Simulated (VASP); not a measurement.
Computed with LDA (Ceperley-Alder, Perdew-Zunger), VASP's LDA PAW potentials (set 64) (plane waves; VASP).

VASP ran on this input.

INCAR:
```
ISIF=3   # ions, shape and volume
LMAXMIX=4
EDIFFG=-0.02
LWAVE=.FALSE.
PSTRESS=50
LCHARG=.FALSE.
NSW=40
SIGMA=0.05   # width (eV)
LASPH=.TRUE.   # aspherical one-centre terms
IBRION=2
SYSTEM=TiO2
PREC=Accurate
LREAL=.FALSE.
EDIFF=1E-6
ALGO=Normal
ISMEAR=0
ENCUT=620   # plane-wave cut-off (eV)
NELM=100
```

POSCAR:
```
TiO2
1
    4.5173331936    -0.0000000000     0.0000000000
    0.0000000000     4.5173331936     0.0000000000
    0.0000000000     0.0000000000     2.9092577827
Ti O
2 4
Direct
  1.0000000000   0.0000000000   1.0000000000
  0.5000000000   0.5000000000   0.5000000000
  0.3032331215   0.3032331215   0.0000000000
  0.8032331215   0.1967668785   0.5000000000
  0.1967668785   0.8032331215   0.5000000000
  0.6967668785   0.6967668785   1.0000000000
```

KPOINTS:
```
Automatic mesh
0
Gamma
5 5 8
0 0 0
```

POTCAR, in this order: Ti_sv O (LDA.64 set). Program: vasp_std.

### Question
What will the output report for the number of irreducible k-points (NKPTS), largest plane-wave count, number of space-group operations, FFT grid (NGX, NGY, NGZ)?

### Answer

| Item | Value |
|---|---|
| number of irreducible k-points (NKPTS) | 30 |
| largest plane-wave count | 2102 |
| number of space-group operations | 16 |
| FFT grid (NGX, NGY, NGZ) | 40 × 40 × 24 |

The compound is TiO2 in the rutile structure. It was relaxed first under an external pressure of 5 GPa.
